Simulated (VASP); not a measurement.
Output of a VASP run:

File OSZICAR:
```
       N       E                     dE             d eps       ncg     rms          rms(c)
DAV:   1     0.205386729213E+03    0.20539E+03   -0.20508E+04   920   0.153E+03
DAV:   2    -0.551047501906E+02   -0.26049E+03   -0.25726E+03  1195   0.339E+02
DAV:   3    -0.667689681454E+02   -0.11664E+02   -0.11645E+02  1166   0.724E+01
DAV:   4    -0.669117646626E+02   -0.14280E+00   -0.14269E+00  1170   0.822E+00
DAV:   5    -0.669158847686E+02   -0.41201E-02   -0.41193E-02  1262   0.106E+00    0.679E+01
DAV:   6    -0.303420558664E+02    0.36574E+02   -0.36713E+01  1069   0.464E+01    0.487E+01
DAV:   7    -0.416576543511E+02   -0.11316E+02   -0.19686E+01  1026   0.351E+01    0.195E+01
DAV:   8    -0.326722226367E+02    0.89854E+01   -0.14670E+01  1011   0.310E+01    0.684E+00
DAV:   9    -0.282437469333E+02    0.44285E+01   -0.44955E+00   927   0.181E+01    0.322E+00
DAV:  10    -0.283651102846E+02   -0.12136E+00   -0.10743E+00  1052   0.915E+00    0.849E-01
DAV:  11    -0.282929056254E+02    0.72205E-01   -0.26460E-01  1098   0.451E+00    0.979E-01
DAV:  12    -0.282982263602E+02   -0.53207E-02   -0.15809E-02  1228   0.900E-01    0.411E-01
DAV:  13    -0.283034694732E+02   -0.52431E-02   -0.97960E-03  1039   0.774E-01    0.970E-02
DAV:  14    -0.283055124715E+02   -0.20430E-02   -0.29162E-03  1225   0.470E-01    0.106E-01
DAV:  15    -0.283051622429E+02    0.35023E-03   -0.17300E-03  1267   0.231E-01    0.856E-02
DAV:  16    -0.283056273831E+02   -0.46514E-03   -0.66492E-04  1095   0.196E-01    0.130E-01
DAV:  17    -0.283053928711E+02    0.23451E-03   -0.52134E-04  1067   0.219E-01    0.440E-02
DAV:  18    -0.283055375958E+02   -0.14472E-03   -0.12000E-04  1333   0.899E-02    0.109E-02
DAV:  19    -0.283055382779E+02   -0.68209E-06   -0.95272E-06  1248   0.212E-02    0.714E-03
DAV:  20    -0.283055443728E+02   -0.60949E-05   -0.26795E-06  1046   0.166E-02    0.434E-03
DAV:  21    -0.283055451310E+02   -0.75815E-06   -0.26434E-07  1161   0.483E-03    0.298E-03
DAV:  22    -0.283055454953E+02   -0.36438E-06   -0.44748E-07   907   0.506E-03    0.179E-03
DAV:  23    -0.283055455606E+02   -0.65234E-07   -0.28985E-08   684   0.147E-03
   1 F= -.28305546E+02 E0= -.28305546E+02  d E =0.000000E+00
       N       E                     dE             ncg
       N       E                     dE             ncg
       N       E                     dE             ncg
```

File OUTCAR:
```
------------------------ aborting loop because EDIFF is reached ----------------------------------------
  FORCE on cell =-STRESS in cart. coord.  units (eV):
  Direction    XX          YY          ZZ          XY          YZ          ZX
  --------------------------------------------------------------------------------------
  Total       -0.0013638     -0.0013638     -0.0013638     -0.0000000     -0.0000000      0.0000000
  in kB       -0.0303047     -0.0303047     -0.0303047     -0.0000000     -0.0000000      0.0000000
  external PRESSURE =      -0.0303047 kB  Pullay stress =       0.0000000 kB
  volume of cell :       72.10
      direct lattice vectors                 reciprocal lattice vectors
     4.162151938  0.000000000  0.000000000     0.240260330  0.000000000  0.000000000
     0.000000000  4.162151938  0.000000000     0.000000000  0.240260330  0.000000000
     0.000000000  0.000000000  4.162151938     0.000000000  0.000000000  0.240260330
 POSITION                                       TOTAL-FORCE (eV/Angst)
 -----------------------------------------------------------------------------------
      0.00000      0.00000      0.00000         0.000000      0.000000      0.000000
      2.08108      2.08108      2.08108         0.000000      0.000000      0.000000
      2.08108      0.00000      2.08108         0.000000      0.000000      0.000000
      0.00000      2.08108      2.08108         0.000000      0.000000      0.000000
      2.08108      2.08108      0.00000         0.000000      0.000000      0.000000
 -----------------------------------------------------------------------------------
    total drift:                                0.000000     -0.000000     -0.000000
  FREE ENERGIE OF THE ION-ELECTRON SYSTEM (eV)
  ---------------------------------------------------
  free  energy   TOTEN  =       -28.3055455606 eV

  energy  without entropy=      -28.3055455606  energy(sigma->0) =      -28.30554556

 total charge

# of ion       s       p       d       tot
------------------------------------------
    1        2.006   5.647   0.263   7.916
    2        0.303   6.712   1.512   8.528
    3        1.585   3.516   0.000   5.101
    4        1.585   3.516   0.000   5.101
    5        1.585   3.516   0.000   5.101
--------------------------------------------------
tot          7.065  22.907   1.775  31.746
```
(Selected blocks of OUTCAR.)

POSCAR:
```
BaHfO3
1
    4.1621519380     0.0000000000     0.0000000000
   -0.0000000000     4.1621519380     0.0000000000
    0.0000000000    -0.0000000000     4.1621519380
Ba Hf O
1 1 3
Direct
  0.0000000000   0.0000000000   0.0000000000
  0.5000000000   0.5000000000   0.5000000000
  0.5000000000   0.0000000000   0.5000000000
  0.0000000000   0.5000000000   0.5000000000
  0.5000000000   0.5000000000   0.0000000000
```

### Question
Reconstruct the remaining input files.

### Answer
Several could match; the one computed here: the input of the run itself, MS2 meta-GGA, plane waves, VASP's PBE PAW potentials (set 64).

### INCAR
```
ALGO = Normal
EDIFF = 1E-7
ENCUT = 520
ISIF = 2
ISMEAR = -5
LASPH = .TRUE.
LCHARG = .FALSE.
LMAXMIX = 6
LMIXTAU = .TRUE.
LORBIT = 11
LREAL = .FALSE.
LWAVE = .FALSE.
METAGGA = MS2
NEDOS = 601
NELM = 100
PREC = Accurate
SYSTEM = BaHfO3
```

### KPOINTS_OPT
```
k-points along high-symmetry lines
10
Line-mode
Reciprocal
  0.000000   0.000000   0.000000 ! GAMMA
  0.000000   0.500000   0.000000 ! X

  0.000000   0.500000   0.000000 ! X
  0.500000   0.500000   0.000000 ! M

  0.500000   0.500000   0.000000 ! M
  0.000000   0.000000   0.000000 ! GAMMA

  0.000000   0.000000   0.000000 ! GAMMA
  0.500000   0.500000   0.500000 ! R

  0.500000   0.500000   0.500000 ! R
  0.000000   0.500000   0.000000 ! X

  0.500000   0.500000   0.500000 ! R
  0.500000   0.500000   0.000000 ! M
```

**KPOINTS**
```
Automatic mesh
0
Gamma
6 6 6
0 0 0
```

POTCAR, in this order: Ba_sv Hf_pv O (PBE.64 set). Program: vasp_std.

The compound is BaHfO3 in the cubic perovskite structure. It was relaxed first.
